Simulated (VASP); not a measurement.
A run of VASP 6.6.1 is set up as follows.

Contents of POSCAR:

```
SiF
1.0
    1.3386000000      0.7728400000      3.8983100000
   -1.3386000000      0.7728400000      3.8983100000
    0.0000000000     -1.5456800000      3.8983100000
Si F
1 1
Direct
    0.5000000000      0.5000000000      0.5000000000
    0.0000000000      0.0000000000      0.0000000000
```

The input INCAR.step1:

```
PREC = Accurate
ENCUT = 600
EDIFF = 1E-8
ISMEAR = 0
SIGMA = 0.02
LREAL = False
LASPH = True
NELM = 80
ALGO = Fast
ISIF = 3
LWAVE = False
LCHARG = False
GGA = CA
IBRION = 2
NSW = 40
EDIFFG = -0.002
```

File INCAR.step2:

```
PREC = Accurate
ENCUT = 600
EDIFF = 1E-8
ISMEAR = 0
SIGMA = 0.02
LREAL = False
LASPH = True
NELM = 80
ALGO = Fast
ISIF = 3
LWAVE = False
LCHARG = False
GGA = CA
IBRION = 6
NFREE = 2
POTIM = 0.015
NSW = 1
```

File KPOINTS:

```
Automatic mesh
0
Gamma
  9 9 9
```

Potentials or basis: VASP PAW LDA potentials, release 64 (Si, F).

Run with:

```console
$ cat potpaw_LDA.64/Si/POTCAR potpaw_LDA.64/F/POTCAR > POTCAR
$ cp INCAR.step1 INCAR
$ mpirun -np 1 vasp_std > vasp.out
$ cp CONTCAR POSCAR
$ cp INCAR.step2 INCAR
$ mpirun -np 1 vasp_std > vasp.out
```

**Question.** Estimate the Voigt bulk modulus.

**Answer.** 111 GPa.

**Question.** What does it give for the highest phonon frequency at Γ, LO-TO splitting left out?

**Answer.** 0 cm⁻¹.

**Question.** Estimate the most unstable mode.

**Answer.** 244i cm⁻¹.

**Question.** What does it give for the relaxed volume?

**Answer.** 11.21 Å³/atom.

Elastic tensor in Voigt notation (GPa, in the Cartesian axes of the cell as first typed):
```
226   9  20  17   0   0
  9 226  20 -17   0   0
 20  20 443   0   0   0
 17 -17   0 -41   0   0
  0   0   0   0 -41  17
  0   0   0   0  17 109
```

Caveat: some modes are imaginary; the elastic tensor has a negative eigenvalue, so either the cell is unstable as it stands or the mesh is too thin.
